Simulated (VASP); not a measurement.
A run of VASP 6.6.1:

Contents of INCAR:

```
PREC = Accurate
ENCUT = 520
EDIFF = 1E-7
ISMEAR = 0
SIGMA = 0.01
LREAL = F
LASPH = T
NELM = 100
ALGO = Normal
ISIF = 2
LWAVE = F
LCHARG = F
GGA = PE
NBANDS = 22
```

The input KPOINTS:

```
Automatic mesh
0
Gamma
  1 1 1
```

The input POSCAR:

```
InH2ClO
1.0
   13.0000000000      0.0000000000      0.0000000000
    0.0000000000     13.0000000000      0.0000000000
    0.0000000000      0.0000000000     11.0000000000
O In Cl H
1 1 1 2
Direct
    0.4074307700      0.5024769200      0.4345727300
    0.5489384600      0.5232461500      0.4931363600
    0.6134307700      0.3694692300      0.5716090900
    0.3850000000      0.4327384600      0.4463909100
    0.6170000000      0.6337615400      0.4894363600
```

Potentials or basis: VASP PAW PBE potentials, release 64 (O, In_d, Cl, H).

The run is started by

```sh
$ cat potpaw_PBE.64/O/POTCAR potpaw_PBE.64/In_d/POTCAR potpaw_PBE.64/Cl/POTCAR potpaw_PBE.64/H/POTCAR > POTCAR
$ mpirun -np 1 vasp_gam > vasp.out
```

Hardware: 1 thread of AMD EPYC 7R43 64-Core Processor (Zen 3), with other jobs on the host.

**Question.** Estimate the wall time of this run.

**Answer.** Wall time 5 min on 1 thread of AMD EPYC 7R43 64-Core Processor (Zen 3), with other jobs on the host, peak memory 1.4 GiB. Counts: scf iterations 29, k points 1.
